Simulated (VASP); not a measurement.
All values below come from PBE GGA, VASP's PBE PAW potentials (set 64) (plane waves; VASP).

Input for VASP

File KPOINTS:
```
k-points along high-symmetry lines
12
Line-mode
Reciprocal
  0.000000   0.000000   0.000000 ! GAMMA
 -0.500000  -0.500000  -0.500000 ! T

 -0.500000  -0.500000  -0.500000 ! T
 -0.500000  -0.177114  -0.822886 ! H_2

 -0.177114   0.177114  -0.500000 ! H_0
 -0.000000  -0.000000  -0.500000 ! L

 -0.000000  -0.000000  -0.500000 ! L
  0.000000   0.000000   0.000000 ! GAMMA

  0.000000   0.000000   0.000000 ! GAMMA
 -0.000000   0.338557  -0.338557 ! S_0

 -0.338557  -0.000000  -0.661443 ! S_2
 -0.500000  -0.000000  -0.500000 ! F

 -0.500000  -0.000000  -0.500000 ! F
  0.000000   0.000000   0.000000 ! GAMMA
```

**POSCAR**
```
Bi2Se3
1
   10.2619714519    -2.0950938383     0.0656172604
   10.2619714519     2.0950938383     0.0656172604
    9.8112115131    -0.0000000000     3.6663214426
Bi Se
2 3
Direct
  0.3970431776   0.3970431776   0.3970431776
  0.6029568224   0.6029568224   0.6029568224
  0.0000000000   0.0000000000   0.0000000000
  0.2183952030   0.2183952030   0.2183952030
  0.7816047970   0.7816047970   0.7816047970
```

INCAR:
```
SYSTEM = Bi2Se3
PREC = Accurate; ENCUT = 400; LREAL = F
LASPH = T; ICHARG = 11
EDIFF = 1E-7; NELM = 100; ALGO = Normal
LMAXMIX = 4
ISMEAR = 0; SIGMA = 0.05
GGA = PE
LWAVE = F; LCHARG = F; LORBIT = 11
```

POTCAR, in this order: Bi_d Se (PBE.64 set). Program: vasp_std. Read from the step before: CHGCAR.

Output of the run:

**OSZICAR**
```
       N       E                     dE             d eps       ncg     rms          rms(c)
DAV:   1     0.429083703048E+03    0.42908E+03   -0.20457E+04  4712   0.145E+03
DAV:   2     0.298226335840E+02   -0.39926E+03   -0.38953E+03  5260   0.392E+02
DAV:   3    -0.149999480482E+02   -0.44823E+02   -0.42692E+02  5992   0.147E+02
DAV:   4    -0.169939976633E+02   -0.19940E+01   -0.19607E+01  5340   0.316E+01
DAV:   5    -0.170951132811E+02   -0.10112E+00   -0.10072E+00  6792   0.657E+00
DAV:   6    -0.170969862261E+02   -0.18729E-02   -0.18710E-02  6224   0.843E-01
DAV:   7    -0.170970497199E+02   -0.63494E-04   -0.63478E-04  6760   0.124E-01
DAV:   8    -0.170970522096E+02   -0.24897E-05   -0.24895E-05  6432   0.180E-02
DAV:   9    -0.170970523775E+02   -0.16798E-06   -0.16792E-06  4568   0.305E-03
DAV:  10    -0.170970523934E+02   -0.15895E-07   -0.15933E-07  3364   0.115E-03
   1 F= -.17097052E+02 E0= -.17097052E+02  d E =-.150006E-10
```

File OUTCAR:
```
 val. band max:        3.7006002598   @ k =   0.0000   0.0000   0.0000

 cond. band min:       4.2721080446   @ k =   0.0000   0.0000   0.0000



 k-point     1 :       0.0000    0.0000    0.0000
  band No.  band energies     occupation
      1     -19.0744      2.00000
      2     -19.0744      2.00000
      3     -19.0731      2.00000
      4     -19.0731      2.00000
      5     -19.0701      2.00000
      6     -19.0680      2.00000
      7     -19.0584      2.00000
      8     -19.0584      2.00000
      9     -19.0562      2.00000
     10     -19.0562      2.00000
     11     -10.0755      2.00000
     12      -9.5101      2.00000
     13      -8.5176      2.00000
     14      -5.5496      2.00000
     15      -4.6477      2.00000
     16       1.9800      2.00000
     17       2.1777      2.00000
     18       2.2485      2.00000
     19       2.2485      2.00000
     20       2.3942      2.00000
     21       2.3942      2.00000
     22       2.8718      2.00000
     23       2.8718      2.00000
     24       3.7006      2.00000
     25       4.2721      0.00000
     26       5.5413      0.00000
     27       5.5413      0.00000
     28       6.0949      0.00000

 k-point     2 :      -0.0455   -0.0455   -0.0455
  band No.  band energies     occupation
      1     -19.0745      2.00000
      2     -19.0745      2.00000
      3     -19.0731      2.00000
      4     -19.0731      2.00000
      5     -19.0701      2.00000
      6     -19.0680      2.00000
      7     -19.0584      2.00000
      8     -19.0584      2.00000
      9     -19.0562      2.00000
     10     -19.0562      2.00000
     11     -10.0746      2.00000
     12      -9.5124      2.00000
     13      -8.5153      2.00000
     14      -5.5537      2.00000
     15      -4.6440      2.00000
     16       1.9620      2.00000
     17       2.1973      2.00000
     18       2.2476      2.00000
     19       2.2476      2.00000
     20       2.3960      2.00000
     21       2.3960      2.00000
...
```

The density is held fixed in this step, so its total energy and stress have no physical meaning. Without a dispersion term in the relaxation, distances and binding between the weakly bound layers, chains or molecules are unreliable, and so is what depends on them. Unless said otherwise, spin-orbit coupling is left out, though it shifts the bands of the heavy elements here.

The compound is Bi2Se3 in the tetradymite structure. It was relaxed first, which changed the volume by +9 %.
